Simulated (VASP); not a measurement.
A convergence study with VASP on Ni$_{3}$Al (space group no. 221 when undisturbed): one setting is varied, all else stays as given below, so the limit is that of these other settings. One atom is moved off its site, so that forces are finite.

```yaml
crystal:
  lattice:
    - [3.58785, 0.00000, 0.00000]
    - [0.00000, 3.58785, 0.00000]
    - [0.00000, 0.00000, 3.58785]
  atoms:
    - { symbol: Al, position: [0.00000, 0.00000, 0.01394] }
    - { symbol: Ni, position: [0.00000, 0.50000, 0.50000], spin: 0.5 }
    - { symbol: Ni, position: [0.50000, 0.00000, 0.50000], spin: 0.5 }
    - { symbol: Ni, position: [0.50000, 0.50000, 0.00000], spin: 0.5 }
```

These are PBE GGA, VASP's PBE PAW potentials (set 64) (plane waves; VASP) values and carry that method's errors. The tightest run used: 300 eV cut-off, 13×13×13 Γ-centred mesh, Gaussian smearing of 0.10 eV, potentials Al Ni.

```csv
setting,E (eV/atom),pressure (GPa),largest force (eV/Å),moment (μB),irreducible k-points
2×2×2 mesh,-5.5323,-3.70,0.349,1.233,6
3×3×3 mesh,-5.4507,-2.10,0.341,0.393,6
4×4×4 mesh,-5.4900,-3.66,0.357,0.003,18
```

These are the cheaper rows. Estimate the results at 13×13×13 mesh, and how far the last row shown lies from them.

```json
[
 {"quantity": "E (eV/atom)", "tightest run": "-5.4762", "last row shown is off by": "-0.0138"},
 {"quantity": "pressure (GPa)", "tightest run": "-2.93", "last row shown is off by": "-0.73"},
 {"quantity": "largest force (eV/Å)", "tightest run": "0.356", "last row shown is off by": "0.001"},
 {"quantity": "moment (μB)", "tightest run": "0.726", "last row shown is off by": "-0.723"}
]
```

Left out are rungs that failed or repeat a setting and relaxations that didn't move; long series are thinned to 24 rows.

The structure is a typed Ni3Al crystal (space group no. 221). The cell was not relaxed at this level, it is distorted from the ideal structure. The spin order is the one that the start imposed; others were not tried in this run.
